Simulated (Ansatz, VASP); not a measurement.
# TaInGe (TaInGe in the AlB2 type) in two plane-wave programs

One calculation is typed for both programs; each brings its own data sets. How far apart do they land? The cell is generated by rule, not measured, and may not be a known phase. The cell is taken from a series of runs on this material, whose earlier steps may have relaxed, scaled, displaced or heated it; both programs get it as it stands.

Method: plane waves, with VASP 6.6.1 beside it; relaxation of cell and atoms at PBE and zone-centre phonons at PBE, in Ansatz 0.2.0.

The structure was built from a prototype and need not be the compound's stable phase.

### Step 1. The starting structure

The structure is hexagonal, space group P-6m2 (No. 187). The conventional cell has a = 4.911 Å, b = 4.911 Å, c = 2.773 Å, α = 90.00°, β = 90.00°, γ = 120.00°. Ta has 2 Ta at 2.77 Å nearest. Nearest to Ge lie 2 Ge at 2.77 Å and 3 In at 2.84 Å. Nearest to In lie 2 In at 2.77 Å and 3 Ge at 2.84 Å. Farther neighbours are not listed.

### Step 2. VASP: relaxation of cell and atoms, PBE, pair 1

The relaxed volume is the usual yardstick between codes: in a stiff, nearly cubic crystal its relative difference is about their pressure difference at one cell divided by the bulk modulus.

Lines of VASP's logs that name or quote its potential files are left out, and so is its time.

Input file INCAR:

```
SYSTEM = TaInGe
PREC = Accurate
ENCUT = 500
EDIFF = 1E-07
NELM = 120
ISMEAR = 1
SIGMA = 0.2
LREAL = .FALSE.
ALGO = Normal
GGA = PE
NBANDS = 25
LASPH = .TRUE.
LORBIT = 11
LWAVE = .FALSE.
LCHARG = .FALSE.
ISIF = 3
IBRION = 2
NSW = 80
EDIFFG = -0.005
GGA_COMPAT = .FALSE.
NELMIN = 4
KPAR = 2
```

Input file POSCAR:

```
TaInGe
1.0
    4.9108200000      0.0000030000      0.0000000000
   -2.4554130000      4.2528930000      0.0000000000
    0.0000000000      0.0000000000      2.7731410000
Ta Ge In
1 1 1
Direct
    0.0000000000      0.0000000000      0.0000000000
    0.3333333333      0.6666666667      0.5000000000
    0.6666666667      0.3333333333      0.5000000000
```

Input file KPOINTS:

```
Automatic mesh
0
Gamma
6 6 9
0 0 0
```

Potentials, in the order of the species: Ta_pv, Ge_d and In_d (PBE family, release 64).

Command:

```console
> mpirun -np 2 vasp_std
```

Numbers of over 12 decimals in the logs are rounded to 6 here.

The log of the run:

```text
[banner, memory and clock lines left out]
running    2 mpi-ranks, on    1 nodes
 distrk:  each k-point on    1 cores,    2 groups
 distr:  one band on    1 cores,    1 groups

 POSCAR found type information on POSCAR TaGeIn
 POSCAR found :  3 types and       3 ions
 LDA part: xc-table for (Slater+PW92), standard interpolation
 POSCAR, INCAR and KPOINTS ok, starting setup
 FFT: planning ... GRIDC
 FFT: planning ... GRID_SOFT
 FFT: planning ... GRID
 WAVECAR not read
 entering main loop
       N       E                     dE             d eps       ncg     rms          rms(c)
DAV:   1     0.316152674542E+03    0.31615E+03   -0.19129E+04  1902   0.307E+03
DAV:   2     0.164694394448E+02   -0.29968E+03   -0.29373E+03  1798   0.582E+02
DAV:   3    -0.172913732675E+02   -0.33761E+02   -0.33425E+02  2181   0.161E+02
DAV:   4    -0.184143941190E+02   -0.11230E+01   -0.11184E+01  1957   0.317E+01
DAV:   5    -0.184464374410E+02   -0.32043E-01   -0.32037E-01  2617   0.538E+00    0.112E+01
DAV:   6    -0.178144140557E+02    0.63202E+00   -0.29402E+00  2145   0.857E+00    0.499E+00
DAV:   7    -0.176918071628E+02    0.12261E+00   -0.48392E-01  2220   0.548E+00    0.264E+00
DAV:   8    -0.176642917202E+02    0.27515E-01   -0.10898E-01  1913   0.216E+00    0.478E-01
DAV:   9    -0.176634254466E+02    0.86627E-03   -0.91092E-03  2226   0.113E+00    0.219E-01
DAV:  10    -0.176633366294E+02    0.88817E-04   -0.16038E-03  2304   0.275E-01    0.723E-02
DAV:  11    -0.176633041628E+02    0.32467E-04   -0.35828E-04  2058   0.988E-02    0.334E-02
DAV:  12    -0.176633033461E+02    0.81671E-06   -0.18090E-05  2424   0.259E-02    0.315E-02
DAV:  13    -0.176633033935E+02   -0.47460E-07   -0.79424E-07  1998   0.464E-03
   1 F= -.17663303E+02 E0= -.17661557E+02  d E =-.176633E+02
[...]
2 F= -.17664710E+02 E0= -.17662739E+02  d E =-.140660E-02
[...]
3 F= -.17664746E+02 E0= -.17662811E+02  d E =-.144278E-02
[...]
4 F= -.17664778E+02 E0= -.17662901E+02  d E =-.316533E-04
 trial-energy change:   -0.000032  1 .order   -0.000032   -0.000205    0.000140
 step:   0.5761(harm=  0.5780)  dis= 0.00000  next Energy=   -17.664807 (dE=-0.604E-04)
 bond charge predicted
       N       E                     dE             d eps       ncg     rms          rms(c)
DAV:   1    -0.176653950556E+02   -0.61724E-03   -0.12972E-02  2202   0.170E+00    0.155E-01
DAV:   2    -0.176649234782E+02    0.47158E-03   -0.11324E-03  2155   0.450E-01    0.614E-02
DAV:   3    -0.176648288662E+02    0.94612E-04   -0.22800E-04  2353   0.206E-01    0.254E-02
DAV:   4    -0.176648114142E+02    0.17452E-04   -0.36649E-05  2060   0.427E-02    0.171E-02
DAV:   5    -0.176648055285E+02    0.58856E-05   -0.63372E-06  2053   0.269E-02    0.427E-03
DAV:   6    -0.176648052119E+02    0.31667E-06   -0.51705E-07  2008   0.811E-03    0.298E-03
DAV:   7    -0.176648051342E+02    0.77679E-07   -0.43468E-08   945   0.160E-03
   5 F= -.17664805E+02 E0= -.17662904E+02  d E =-.589611E-04
 curvature:  -0.31 expect dE=-0.217E-06 dE for cont linesearch -0.145E-06
 trial: gam=-0.05097 g(F)=  0.546E-45 g(S)=  0.702E-06 ort = 0.103E-04 (trialstep = 0.895E+00)
 search vector abs. value=  0.239E-06
 reached required accuracy - stopping structural energy minimisation
```

From OUTCAR (step 2):

```text
ion  position               nearest neighbor table
   1  0.000  0.000  0.000-   2 3.16   2 3.16   3 3.16   3 3.16   3 3.16   3 3.16   2 3.16   2 3.16
                             2 3.16   3 3.16   2 3.16   3 3.16
   2  0.333  0.667  0.500-   3 2.84   3 2.84   3 2.84   1 3.16   1 3.16   1 3.16   1 3.16   1 3.16
                             1 3.16
   3  0.667  0.333  0.500-   2 2.84   2 2.84   2 2.84   1 3.16   1 3.16   1 3.16   1 3.16   1 3.16
                             1 3.16

  LATTYP: Found a hexagonal cell.
 ALAT       =     4.9108200000
 C/A-ratio  =     0.5647001926

 Subroutine GETGRP returns: Found 12 space group operations
 (whereof 12 operations were pure point group operations)

The static configuration has the point symmetry D_3h.

 Found     35 irreducible k-points:

   k-points           NKPTS =     35   k-points in BZ     NKDIM =     35   number of bands    NBANDS=     25

   dimension x,y,z NGX =    36 NGY =   36 NGZ =   20
   dimension x,y,z NGXF=    72 NGYF=   72 NGZF=   40

   ENCUT  =  500.0 eV  36.75 Ry    6.06 a.u.   8.95  8.95  5.06*2*pi/ulx,y,z

   NELECT =      38.0000    total number of electrons

 k-points in reciprocal lattice and weights: Automatic mesh
   0.00000000  0.00000000  0.00000000       0.003
   0.16666667 -0.00000000  0.00000000       0.019
   0.33333333 -0.00000000  0.00000000       0.019
   0.50000000 -0.00000000  0.00000000       0.009
   0.16666667  0.16666667  0.00000000       0.019
   0.33333333  0.16666667  0.00000000       0.037
   0.33333333  0.33333333  0.00000000       0.006
   0.00000000  0.00000000  0.11111111       0.006
   0.16666667 -0.00000000  0.11111111       0.037
[...]
0.33333333  0.16666667  0.44444444       0.074
   0.33333333  0.33333333  0.44444444       0.012

 average (electrostatic) potential at core
       1 -35.2922       2 -71.5184       3 -93.4429

 E-fermi :   7.8617

 k-point     1 :       0.0000    0.0000    0.0000
  band No.  band energies     occupation
    ...
     16       3.7023      2.00000
     17       3.7023      2.00000
     18       5.1222      2.00000
     19       7.8816      0.83265
     20       7.8816      0.83264
     21      11.2518     -0.00000
     22      11.2518     -0.00000
     23      11.5026     -0.00000
     24      11.9512      0.00000
     25      11.9512      0.00000

 k-point     2 :       0.1667   -0.0000    0.0000
  band No.  band energies     occupation
    ...
     16       3.7427      2.00000
     17       4.5933      2.00000
     18       5.6625      2.00000
     19       7.2599      2.00018
     20       7.6636      2.04826
     21      11.1307     -0.00000
     22      11.2485     -0.00000
     23      11.7481     -0.00000
     24      12.3707      0.00000
     25      13.2550      0.00000

 k-point     3 :       0.3333   -0.0000    0.0000
  band No.  band energies     occupation
    ...
     15       0.2183      2.00000
     16       3.8354      2.00000
     17       3.9199      2.00000
     18       6.3824      2.00000
     19       7.2583      2.00017
     20       8.3652     -0.00214
     21      10.9403     -0.00000
     22      11.2421     -0.00000
     23      11.7706     -0.00000
     24      13.4429      0.00000
    ...

  Total       -0.0031070     -0.0031070     -0.0049317      0.0000000     -0.0000000      0.0000000
  in kB       -0.0859789     -0.0859789     -0.1364725      0.0000000     -0.0000000      0.0000000
  external PRESSURE =      -0.1028101 kB  Pullay stress =       0.0000000 kB

  energy-cutoff  :      500.00
  volume of cell :       57.90
      direct lattice vectors                 reciprocal lattice vectors
     4.897065978  0.000002993  0.000000000     0.204203834  0.117897334  0.000000000
    -2.448535979  4.240981674 -0.000000000    -0.000000144  0.235794381 -0.000000000
    -0.000000000 -0.000000000  2.787809582    -0.000000000 -0.000000000  0.358704557

 POSITION                                       TOTAL-FORCE (eV/Angst)
 -----------------------------------------------------------------------------------
     -0.00000      0.00000      2.78781        -0.000000      0.000000      0.000000
     -0.00000      2.82732      1.39390         0.000000     -0.000000     -0.000000
      2.44853      1.41366      1.39390         0.000000      0.000000     -0.000000
 -----------------------------------------------------------------------------------
    total drift:                                0.000001     -0.000001     -0.000000

  FREE ENERGIE OF THE ION-ELECTRON SYSTEM (eV)
  ---------------------------------------------------
  free  energy   TOTEN  =       -17.6648051342 eV

  energy  without entropy=      -17.6591016628  energy(sigma->0) =      -17.66290398

 reached required accuracy - stopping structural energy minimisation

 total charge
# of ion       s       p       d       tot
------------------------------------------
    1        0.304   6.094   2.330   8.727
    2        1.181   1.044  10.039  12.264
    3        0.864   0.834   9.893  11.592
--------------------------------------------------
tot          2.349   7.972  22.262  32.583

[... 3 further parts left out ...]
```

CONTCAR:

```
TaInGe
   1.00000000000000
     4.8970659776650542    0.0000029928955921    0.0000000000000000
    -2.4485359793062651    4.2409816739402713   -0.0000000000000000
    -0.0000000000000000   -0.0000000000000000    2.7878095823075375
  Ta              Ge              In
     1     1     1
Direct
     0.0000000000000000    0.0000000000000000    1.0000000000000000
     0.3333333332999970    0.6666666667000030    0.5000000000000000
     0.6666666667000030    0.3333333332999970    0.5000000000000000
```

The run keeps the 12 symmetry operations of its start, so it cannot find a distortion of lower symmetry.

### Step 3. Ansatz: relaxation of cell and atoms, PBE, pair 1

Ansatz runs on its PAW soft_1 files.

The same cell, functional, mesh and smearing now go to Ansatz, which takes its cutoff from its data sets.

Input file input.yaml:

```yaml
crystal:
  lattice:
    - [4.9108196489, 3.3844e-06, 0.0]
    - [-2.4554127554, 4.2528928772, 0.0]
    - [0.0, 0.0, 2.7731411599]
  atoms:
    - { symbol: Ta, position: [0.0, 0.0, 0.0] }
    - { symbol: Ge, position: [0.3333333333, 0.6666666667, 0.5] }
    - { symbol: In, position: [0.6666666667, 0.3333333333, 0.5] }
kpoints:
  mp_grid: { grid: [6, 6, 9] }
hamiltonian:
  xc: pbe
  pseudopotentials: { kind: paw, azcp: { folder: soft_1 } }
scf:
  occupations: { method: methfessel_paxton, width: 0.2 }
output:
  forces: true
  stress: true
  eigenvalues: true
relax:
  adjacent_minimum: "off"
  f_tol: 0.001
  max_steps: 60
  cell: { stress_tol: 0.01 }
```

Command:

```console
> ansatz run input.yaml --threads 4 --pin off --max-ram 12288MiB --backend cpu --events-out ev --progress --plain --runs-dir out
```

The log of the run:

```text
Engine: ansatz 0.2.0, x86_64-unknown-linux-gnu
Pseudopotentials: kind: paw
Pseudopotential: Ta, paw, valence charge 13, recommended cutoff 420 eV (normal), soft_1/Ta.paw.azcp
Pseudopotential: Ge, paw, valence charge 14, recommended cutoff 420 eV (normal), soft_1/Ge.paw.azcp
Pseudopotential: In, paw, valence charge 13, recommended cutoff 420 eV (normal), soft_1/In.paw.azcp
Functional definition: PBE
  parameter kappa = 0.804
  parameter beta = 0.066725
  exchange = pbe_x(kappa = kappa, mu = beta*pi^2/3)
  correlation = pbe_c(beta = beta)
Crystal: 3 atoms, lattice volume = 57.918 Å³
Basis set: ecut = 420 eV, 1131 PW (Γ), exchange–correlation on 72×72×40 points (8 copies of the dense FFT grid, shifted against one another)
Bands: 24, of which v1, the nominal top of the filled ones, is band 20 counted from 1 (19 counted from 0)
Symmetry: 12 space group operations
Space group: P-6m2 (ITA 187), of the structure as read, at distance tolerance 3.9e-5 Å
k-points: 35 of 324 (time reversal used)
Non-local potential: Ta, projectors of the file, l = 0: 3, l = 1: 2, l = 2: 2, l = 3: 1
Non-local potential: Ge, projectors of the file, l = 0: 2, l = 1: 2, l = 2: 3, l = 3: 1
Non-local potential: In, projectors of the file, l = 0: 2, l = 1: 2, l = 2: 2, l = 3: 1
PAW form: soft (Blöchl's): semilocal exchange-correlation on the pseudo side does not see the compensation charge
PAW one-centre angular grid: Ta, 590 points (default); XC on 64 Gauss nodes
PAW one-centre angular grid: Ge, 590 points (default); XC on 64 Gauss nodes
PAW one-centre angular grid: In, 590 points (default); XC on 64 Gauss nodes
Initial density: superposition of atomic densities (chi_scale 0.1, normalization cell, long waves kept (reshape's long-wave potential 0.00 eV rms))
Initial wavefunctions: pseudopotential atomic-orbital guess
Functional: x = pbe(κ = 0.804, μ = 0.219515), c = pbe(β = 0.066725)
SCF iter   1: F=—  HF=-19825.886178 eV  |F-HF|=—  |Δ(HF+E_count)|=         —  Δρ=5.02e-2  dr2=4.10e0  ethr=3.10e-3  ⟨swp⟩=5.0  Hψ=3344  notcnv=0
preconditioner: auto → Kerker (q_TF=auto, 2.565 Å⁻¹)  [metal: Δε(μ)=0.073 eV  Ē_g=14.349 eV  σ=0.200 eV  W_gap=0.30  n_scr=14 (ndim 8)  ℏωp=27.6 eV  f_vac=0.000  D(μ)=1.75/eV (n_scr^D=8)]
SCF iter   2: F=—  HF=-19825.163034 eV  |F-HF|=—  |Δ(HF+E_count)|=   7.23e-1  S|Δr|=    0.00e0  Δρ=2.76e-2  dr2=9.14e-1  ethr=3.10e-3  ⟨swp⟩=2.9  Hψ=1802  notcnv=0
SCF iter   3: F=—  HF=-19824.946427 eV  |F-HF|=—  |Δ(HF+E_count)|=   2.17e-1  S|Δr|=    0.00e0  Δρ=1.00e-2  dr2=9.12e-2  ethr=2.28e-3  ⟨swp⟩=2.6  Hψ=1380  notcnv=0
SCF iter   4: F=—  HF=-19824.918637 eV  |F-HF|=—  |Δ(HF+E_count)|=   2.78e-2  S|Δr|=    0.00e0  Δρ=3.19e-3  dr2=5.70e-3  ethr=2.28e-4  ⟨swp⟩=2.0  Hψ=1634  notcnv=0
SCF iter   5: F=—  HF=-19824.916770 eV  |F-HF|=—  |Δ(HF+E_count)|=   1.87e-3  S|Δr|=    0.00e0  Δρ=1.04e-3  dr2=5.80e-4  ethr=1.42e-5  ⟨swp⟩=2.1  Hψ=1481  notcnv=0
SCF iter   6: F=—  HF=-19824.916707 eV  |F-HF|=—  |Δ(HF+E_count)|=   6.28e-5  S|Δr|=    0.00e0  Δρ=2.52e-4  dr2=3.57e-5  ethr=1.45e-6  ⟨swp⟩=2.4  Hψ=1296  notcnv=0
SCF iter   7: F=—  HF=-19824.916705 eV  |F-HF|=—  |Δ(HF+E_count)|=   2.48e-6  S|Δr|=    0.00e0  Δρ=6.16e-5  dr2=2.51e-6  ethr=8.92e-8  ⟨swp⟩=2.3  Hψ=1293  notcnv=0
SCF iter   8: F=—  HF=-19824.916705 eV  |F-HF|=—  |Δ(HF+E_count)|=   2.64e-8  S|Δr|=    0.00e0  Δρ=1.15e-5  dr2=1.22e-7  ethr=6.28e-9  ⟨swp⟩=2.0  Hψ=1395  notcnv=0
SCF iter   9: F=-19824.916705 eV  HF=-19824.916705 eV  |F-HF|=4.34e-9  |Δ(HF+E_count)|=   4.45e-8  S|Δr|=    0.00e0  Δρ=3.74e-6  dr2=8.72e-9  ethr=2.50e-10  ⟨swp⟩=4.2  Hψ=2727  notcnv=0
SCF 1 converged in 9 iterations: F = -19824.916705 eV  dr2 = 8.72e-9
  greatest PAW one-centre occupation: 0.999 electrons in one spin orbital (limit 2), on the Ta atom at site 0 (counted from 0), in its partial waves of l = 0
relax step   1: F+E_penalty+E_count = -19824.91670472 eV  Δ(F+E_penalty+E_count) = +0.000e0 eV  max|allowed force component| = 6.785e-17 eV/Å  Δτ_max = 0.0000 Å  P = +0.127 GPa  Ω = 57.918 Å³  (9 SCF iters, dr2 threshold 1.00e-7 eV, accepted)
[...]
relax step   3: F+E_penalty+E_count = -19824.91820936 eV  Δ(F+E_penalty+E_count) = -4.223e-4 eV  max|allowed force component| = 1.552e-16 eV/Å  Δτ_max = 0.0000 Å  P = +0.029 GPa  Ω = 57.871 Å³  energy of the carried Pulay correction = +9.433e-6 eV  (4 SCF iters, dr2 threshold 3.00e-7 eV, accepted)
[...]
relax step   4: F+E_penalty+E_count = -19824.91820269 eV  Δ(F+E_penalty+E_count) = +6.672e-6 eV  max|allowed force component| = 1.881e-16 eV/Å  Δτ_max = 0.0000 Å  P = -0.025 GPa  Ω = 57.903 Å³  energy of the carried Pulay correction = +2.145e-6 eV  (4 SCF iters, dr2 threshold 3.05e-9 eV, accepted)
[...]
relax step   5: F+E_penalty+E_count = -19824.91820732 eV  Δ(F+E_penalty+E_count) = -4.632e-6 eV  max|allowed force component| = 3.855e-17 eV/Å  Δτ_max = 0.0000 Å  P = -0.000 GPa  Ω = 57.889 Å³  energy of the carried Pulay correction = +5.512e-6 eV  (4 SCF iters, dr2 threshold 1.99e-9 eV, accepted)
[...]
relax step   6: F+E_penalty+E_count = -19824.91819030 eV  Δ(F+E_penalty+E_count) = +1.702e-5 eV  max|allowed force component| = 5.089e-17 eV/Å  Δτ_max = 0.0000 Å  P = -0.000 GPa  Ω = 57.889 Å³  stress off target by 8.67e-4 GPa  SCF on the basis re-selected at this cell (its energy is not comparable with the rows above)  (5 SCF iters)
basis re-selected at this cell: Δ(F+E_penalty+E_count) = +1.702e-5 eV, ΔP = -0.000 GPa vs the last step (what re-selecting the basis moved, of the pressure what is left beyond the Pulay correction that the steps carried, after the strain that the cell walked since its last selection, with what the two solves' SCF thresholds leave and, on support functions, any second-order correction that the steps lacked; it is no m [...]
SCF converged after 5 iterations
Stability not checked: this state was not tested for a lower state beside it, because cold or Methfessel-Paxton smearing, or corrected tetrahedra, fill the levels in a way that the test cannot read (fill_not_monotonic; see scf.lower_state_search)
Free energy (F): -19824.918190 eV
Harris-Foulkes:  -19824.918190 eV  (|F-HF|=0.00e0)
Internal energy: -19824.912442 eV  (E = F + TS)
E sigma→0 (E₀):  -19824.916753 eV
Entropy (-TS):   -0.005748 eV (-1.916 meV/atom)
Fermi energy:    14.572850 eV
--- Per-component energies (eV) ---
  E_band       = -202.058078
  E_kinetic    = 704.901151
  E_local      = -3360.059767  (includes V_loc(G=0)·N_el)
  E_nonlocal   = 531.623993
  E_hartree    = 1489.481205
  E_xc         = -535.987030
  E_vxc        = -388.448791  (∫ρ·V_xc dr)
  E_paw        = -14525.717008  (= ΣΔE_a)
  E_vpaw       = -669.037335  (= ΣTr[D̂ρ^β])
  E_aug_tail   = 0.000265  (compensation charges beyond the density's cutoff)
  E_ewald      = -4129.155252
  E_smearing   = -0.005748  (= −TS)
  E_closure    = -0.000000  (closes the sum)
  Σ components = -19824.918190   (vs F -19824.918190, Δ=0.00e0)
--- Forces (eV/Å), atoms counted from 1 ---
  atom   1  Ta    -0.00000000    -0.00000000    -0.00000000
  atom   2  Ge    -0.00000000    -0.00000000    -0.00000000
  atom   3  In     0.00000000     0.00000000     0.00000000
  max |Σ_I F_I| component: 4.16e-17 eV/Å
--- Stress (GPa, compression-positive) ---
       -0.000649       0.000000      -0.000000
        0.000000      -0.000649       0.000000
       -0.000000       0.000000       0.000867
  P = ⅓ Tr σ = -0.0001 GPa (-0.001 kbar)
--- Band table (eV; the first three rows and the last of 35) ---
  k-point 0: bands = [... 16 lower, 10.4111, 10.4111, 11.8307, 14.5914, 14.5914, 17.9711, 17.9711, 18.2207]
  k-point 1: bands = [... 16 lower, 10.6646, 10.6646, 12.3675, 14.3275, 14.3275, 17.8121, 18.0025, 18.0025]
  k-point 2: bands = [... 16 lower, 11.3964, 11.3964, 13.5086, 13.6386, 13.6386, 15.9365, 18.0354, 18.0354]
  k-point 34: bands = [... 16 lower, 10.8923, 12.0943, 12.2652, 14.2847, 14.6605, 16.1577, 16.2348, 16.2818]
--- Relaxed structure (5 steps of the walk, 5 accepted, 1 SCFs on fresh bases) ---
  F+E_penalty+E_count = -19824.91819030 eV   max|allowed force component| = 5.089e-17 eV/Å   (the final SCF, on the basis selected at the relaxed cell)
  cell:  # Å, volume = 57.8885 Å³
    - [4.896855, 3.3747605539950577e-6, -2.1473086701579912e-19]
    - [-2.448430, 4.240799, 1.0736556166741085e-19]
    - [-1.212585776291932e-19, 0, 2.787580]
  atoms:
    - { symbol: Ta, position: [0, 0, 0] }
    - { symbol: Ge, position: [0.333333, 0.666667, 0.5] }
    - { symbol: In, position: [0.666667, 0.333333, 0.5] }
```

In the SCF lines HF is the Harris–Foulkes energy and dr2 the Hartree energy of the density residual, in eV; the loop may stop once dr2 is under the threshold and the program's other checks hold. Hψ counts applications of the Hamiltonian.

### Step 4. Differences

Known differences besides the potentials themselves: the data sets hold 40 valence electrons in Ansatz (on its PAW soft_1 files) and 38 in VASP; the cutoff is 420 eV in Ansatz and 500 eV in VASP; Ansatz adds a Pulay correction to the stress that steers its cell, VASP none. Total energies have different zeros and are not compared.

Compared:

```csv
quantity,Ansatz,VASP,difference
volume (Å³),57.89,57.90,-0.02 %
"edge a after relaxation, in the typed setting (Å)",4.897,4.897,+0.00 %
"edge c after relaxation, in the typed setting (Å)",2.788,2.788,-0.01 %
```

(Part 1 of 2 ends here.)

[Lines on the potential files, build, host, timing and source positions are cut from VASP's logs without a mark.]

[Logs are printed without paths, hosts, clocks, repeated set-up lines and the standing remarks that a program may print on its own settings, such as how far it seeks lower states.]

[Hosts, paths, dates, database ids (printed as entryN), source tags and the programs' standing remarks are cut or masked in the printed files.]
